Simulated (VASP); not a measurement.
The system is RuS.

```
Ru S
1.0
     3.36897    0.00000    0.00000
    -1.68448    2.91761    0.00000
     0.00000    0.00000    3.28795
Ru S
1 1
Direct
  0.00000 0.00000 0.00000
  0.66667 0.33333 0.50000
```

The cell comes from a database or a generator and needn't be the stable form of this composition.

| Property | Result |
| --- | --- |
| Program | VASP 6.6.1 |
| Task | relaxation of cell and atoms |
| Functional | LDA |
| Potentials or basis | VASP PAW LDA potentials, release 64 (Ru_pv, S) |
| Cutoff | 600 eV |
| k mesh | 7 × 7 × 6 |
| Occupations | fermi-dirac, width 0.05 eV |
| Spin | spin-orbit coupling, no magnetisation |

At the start: pressure -23.1 GPa; volume 16.16 Å³/atom.

Problem. How do energy, volume and symmetry change on relaxing?

Solution. Over 17 steps the energy falls by 235.7 meV/atom and the volume is 13.97 Å³/atom (-13.6 %); space group P-6m2 (No. 187, to 0.05 Å).

Step by step:
```csv
step,energy change (eV),largest force (eV/Å),pressure (GPa),volume (Å³)
1,0.0000,0.0000,-23.06,32.32
2,0.4737,0.0000,68.73,22.61
3,-0.4060,0.0000,-1.66,27.77
4,-0.4071,0.0000,-0.40,27.61
5,-0.4071,0.0000,0.28,27.52
6,-0.4078,0.0000,0.31,27.53
7,-0.4119,0.0000,0.35,27.57
8,-0.4278,0.0000,0.36,27.64
9,-0.4615,0.0000,0.54,27.75
10,-0.4239,0.0000,2.62,27.85
11,-0.4695,0.0000,0.83,27.78
12,-0.4707,0.0000,1.11,27.81
13,-0.4710,0.0000,1.02,27.80
14,-0.4711,0.0000,-0.25,27.99
15,-0.4713,0.0000,0.25,27.91
16,-0.4714,0.0000,0.11,27.93
17,-0.4714,0.0000,0.01,27.94
```

Final structure:
```yaml
crystal:
  lattice:
    - [3.35290, 0.00000, 0.00000]
    - [-1.67645, 2.90369, 0.00000]
    - [0.00000, 0.00000, 2.86973]
  atoms:
    - { symbol: Ru, position: [0.00000, 0.00000, 0.00000] }
    - { symbol: S, position: [0.66667, 0.33333, 0.50000] }
```
